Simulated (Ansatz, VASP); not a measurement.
**One calculation of ScSiC3, two programs**

```
CELL_PARAMETERS angstrom
4.42934 0.00000 0.00000
-2.21467 3.83592 0.00000
0.00000 0.00000 4.15555
ATOMIC_POSITIONS crystal
Sc 0.00000 0.00000 0.50000
Si 0.00000 0.00000 0.00000
C 0.50000 0.00000 0.00000
C 0.00000 0.50000 0.00000
C 0.50000 0.50000 0.00000
```

Alike in both runs: task relaxation of cell and atoms; functional PBE; k mesh 6 × 6 × 4; occupations gaussian, width 0.1 eV; no spin polarisation.

```csv
,VASP,Ansatz
version,VASP 6.6.1,Ansatz 0.2.0
potentials or method,"VASP PAW PBE potentials, release 64 (Sc_sv, Si, C)","scalar-relativistic, plane waves, PAW"
plane-wave cutoff (eV),600,420
valence electrons in the cell,27,27
```

```csv
,VASP,Ansatz,Ansatz less VASP
"gap on the k mesh at the Fermi level, each at its own relaxed structure (eV)",none,none,-
relaxed volume (Å³/atom),13.74,13.74,+0.001
relaxed cell length with the largest relative difference (Å),4.989,4.982,-0.0074
energy change over the relaxation (meV/atom),-614,-614,+0.7
```

A gap of «none» marks a metal or a gap that the smearing closes.

Caveats: the k mesh is coarse (spacing up to 0.38 Å⁻¹), so the values aren't converged.
